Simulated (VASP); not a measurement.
```xyz
1
Lattice="0.0000 2.4884 2.4884 2.4884 0.0000 2.4884 2.4884 2.4884 0.0000" Properties=species:S:1:pos:R:3 pbc="T T T"
Pb     0.0000     0.0000     0.0000
```

Level of theory: PW91 GGA, VASP's PBE PAW potentials (set 64) (plane waves; VASP). Settings: 520 eV cut-off, 13×13×13 Γ-centred mesh, first-order Methfessel-Paxton smearing of 0.10 eV, potentials Pb_d.

Problem. Give the stress tensor in GPa (positive for a compressed cell).

Solution. 
```
1.55  0.00  0.00
0.00  1.55  0.00
0.00  0.00  1.55
```
The pressure is its mean diagonal, 1.55 GPa.

The compound is Pb in the fcc structure. This cell is one point of a volume scan, at 0.97 of the reference volume.
